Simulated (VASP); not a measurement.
```yaml
crystal:
  lattice:
    - [0.00000, 2.63575, 2.63575]
    - [2.63575, 0.00000, 2.63575]
    - [2.63575, 2.63575, 0.00000]
  atoms:
    - { symbol: Hg, position: [0.00000, 0.00000, 0.00000] }
    - { symbol: S, position: [0.25000, 0.25000, 0.25000] }
```

Computed with PBEsol GGA, VASP's PBE PAW potentials (set 64) (plane waves; VASP 6.6.1). Settings: 500 eV cut-off, 12×12×12 Γ-centred mesh, first-order Methfessel-Paxton smearing of 0.10 eV, potentials Hg S.

Unless said otherwise, spin-orbit coupling is left out, though it shifts the bands of the heavy elements here.

Question: What does the run give for the energy per atom (σ→0), pressure, band gap (on the k-mesh) with the smallest direct gap where there is one?

Answer: 
```
Quantity                                                    Result
------------------------  ----------------------------------------
band gap (on the k-mesh)  none (metal, semimetal or under 0.01 eV)
energy per atom (σ→0)                               -1.903 eV/atom
pressure                                                 45.06 GPa
```

The structure was generated: HgS was put into the zinc blende type (F-43m), which need not be its known phase. It was relaxed first under an external pressure of 45 GPa.
